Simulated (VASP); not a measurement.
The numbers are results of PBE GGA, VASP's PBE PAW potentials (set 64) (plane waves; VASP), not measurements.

VASP input:

INCAR:
```
LREAL  =  .FALSE.
ALGO  =  Normal
ISMEAR  =  1   # Methfessel-Paxton
LMAXMIX  =  6   # l cut-off of mixed one-centre charges
PREC  =  Accurate
LCHARG  =  .FALSE.
SIGMA  =  0.1   # width (eV)
ENCUT  =  520
LASPH  =  .TRUE.   # aspherical one-centre terms
ISIF  =  2
NELM  =  100   # most electronic steps
EDIFF  =  1E-7
LWAVE  =  .FALSE.
SYSTEM  =  PtAl2
GGA  =  PE   # PBE
```

File POSCAR:
```
PtAl2
1
    0.0000000000     3.0297425761     3.0297425761
    3.0297425761     0.0000000000     3.0297425761
    3.0297425761     3.0297425761     0.0000000000
Al Pt
2 1
Direct
  0.2500000000   0.2500000000   0.2500000000
  0.7500000000   0.7500000000   0.7500000000
  0.0000000000   0.0000000000   0.0000000000
```

File KPOINTS:
```
Automatic mesh
0
G
9 9 9
```

POTCAR, in this order: Al Pt (PBE.64 set). Program: vasp_std.

Unless said otherwise, spin-orbit coupling is left out, though it shifts the bands of the heavy elements here.

Estimate the energy per atom (σ→0), pressure, band gap (on the k-mesh).

```yaml
energy per atom (σ→0): -5.398 eV/atom
band gap (on the k-mesh): none (metal, semimetal or under 0.01 eV)
pressure: -67.2 kbar
```

### OSZICAR
```
...
DAV:   7    -0.162227059280E+02    0.81847E-01   -0.22597E-01   932   0.479E+00    0.154E+00
DAV:   8    -0.161936656096E+02    0.29040E-01   -0.38221E-02   948   0.192E+00    0.259E-01
DAV:   9    -0.161936849951E+02   -0.19386E-04   -0.19618E-03  1008   0.424E-01    0.168E-01
DAV:  10    -0.161938576623E+02   -0.17267E-03   -0.34574E-04   928   0.153E-01    0.190E-02
DAV:  11    -0.161938561821E+02    0.14802E-05   -0.21946E-05  1024   0.483E-02    0.893E-03
DAV:  12    -0.161938589427E+02   -0.27606E-05   -0.64953E-06   900   0.184E-02    0.171E-03
DAV:  13    -0.161938588923E+02    0.50428E-07   -0.32236E-07  1036   0.551E-03
   1 F= -.16193859E+02 E0= -.16194372E+02  d E =0.153802E-02
```

The compound is PtAl2 in the fluorite structure. This cell is one point of a volume scan, at 1.06 of the reference volume.
